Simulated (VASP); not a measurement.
These are LDA (Ceperley-Alder, Perdew-Zunger), VASP's LDA PAW potentials (set 64) (plane waves; VASP 6.6.1) values and carry that method's errors.

VASP input:

INCAR:
```
SYSTEM = Ni
PREC = Accurate; ENCUT = 400; LREAL = .FALSE.
LASPH = .TRUE.; ICHARG = 11
EDIFF = 1E-7; NELM = 100; ALGO = Normal
LMAXMIX = 4
ISMEAR = 0; SIGMA = 0.05
LWAVE = .FALSE.; LCHARG = .FALSE.; LORBIT = 11
```

File KPOINTS:
```
k-points along high-symmetry lines
15
Line-mode
Reciprocal
  0.000000   0.000000   0.000000 ! GAMMA
  0.500000  -0.500000   0.500000 ! H

  0.500000  -0.500000   0.500000 ! H
  0.000000   0.000000   0.500000 ! N

  0.000000   0.000000   0.500000 ! N
  0.000000   0.000000   0.000000 ! GAMMA

  0.000000   0.000000   0.000000 ! GAMMA
  0.250000   0.250000   0.250000 ! P

  0.250000   0.250000   0.250000 ! P
  0.500000  -0.500000   0.500000 ! H

  0.250000   0.250000   0.250000 ! P
  0.000000   0.000000   0.500000 ! N
```

**POSCAR**
```
Ni
1
   -1.3575122444     1.3575122444     1.3575122444
    1.3575122444    -1.3575122444     1.3575122444
    1.3575122444     1.3575122444    -1.3575122444
Ni
1
Direct
  0.0000000000   0.0000000000   0.0000000000
```

POTCAR, in this order: Ni (LDA.64 set). Program: vasp_std. Read from the step before: CHGCAR.

Output

**OSZICAR**
```
       N       E                     dE             d eps       ncg     rms          rms(c)
DAV:   1     0.173850374002E+02    0.17385E+02   -0.44912E+03  1716   0.133E+03
DAV:   2    -0.645438931460E+01   -0.23839E+02   -0.22919E+02  1688   0.154E+02
DAV:   3    -0.676567734959E+01   -0.31129E+00   -0.30981E+00  1967   0.218E+01
DAV:   4    -0.676786903353E+01   -0.21917E-02   -0.21913E-02  1834   0.149E+00
DAV:   5    -0.676792426012E+01   -0.55227E-04   -0.55227E-04  1900   0.190E-01
DAV:   6    -0.676792567179E+01   -0.14117E-05   -0.14098E-05  1995   0.258E-02
DAV:   7    -0.676792570307E+01   -0.31281E-07   -0.32117E-07  1669   0.307E-03
   1 F= -.67679257E+01 E0= -.67658278E+01  d E =-.419590E-02
```

### OUTCAR
```
 val. band max:       10.2585874127   @ k =   0.4643  -0.4643   0.5000

 cond. band min:      10.2734050199   @ k =   0.4643  -0.4643   0.4643



 k-point     1 :       0.0000    0.0000    0.0000
  band No.  band energies     occupation
      1       0.7206      2.00000
      2       7.9517      2.00000
      3       7.9517      2.00000
      4       7.9517      2.00000
      5       9.5010      2.00000
      6       9.5010      2.00000
      7      37.5275      0.00000
      8      37.5275      0.00000
      9      37.5275      0.00000

 k-point     2 :       0.0357   -0.0357    0.0357
  band No.  band energies     occupation
      1       0.8334      2.00000
      2       7.9501      2.00000
      3       7.9501      2.00000
      4       7.9803      2.00000
      5       9.4539      2.00000
      6       9.5193      2.00000
      7      36.7279      0.00000
      8      37.3853      0.00000
      9      37.3853      0.00000

 k-point     3 :       0.0714   -0.0714    0.0714
  band No.  band energies     occupation
      1       1.1677      2.00000
      2       7.9490      2.00000
      3       7.9490      2.00000
      4       8.0646      2.00000
      5       9.3142      2.00000
      6       9.5724      2.00000
      7      35.1877      0.00000
      8      36.7478      0.00000
      9      36.7478      0.00000

 k-point     4 :       0.1071   -0.1071    0.1071
  band No.  band energies     occupation
      1       1.7107      2.00000
      2       7.9579      2.00000
      3       7.9579      2.00000
      4       8.2010      2.00000
      5       9.0878      2.00000
      6       9.6558      2.00000
      7      33.6139      0.00000
      8      35.4071      0.00000
      9      35.4072      0.00000

 k-point     5 :       0.1429   -0.1429    0.1429
  band No.  band energies     occupation
      1       2.4377      2.00000
      2       7.9901      2.00000
      3       7.9901      2.00000
      4       8.3831      2.00000
...
```

The density is held fixed in this step, so its total energy and stress have no physical meaning.

The structure comes from a computed database's Ni entry (Im-3m); how it stands against other phases isn't given here. It was relaxed first, which changed the volume by -6 %. The run is not spin-polarised, so no magnetic state was tried.
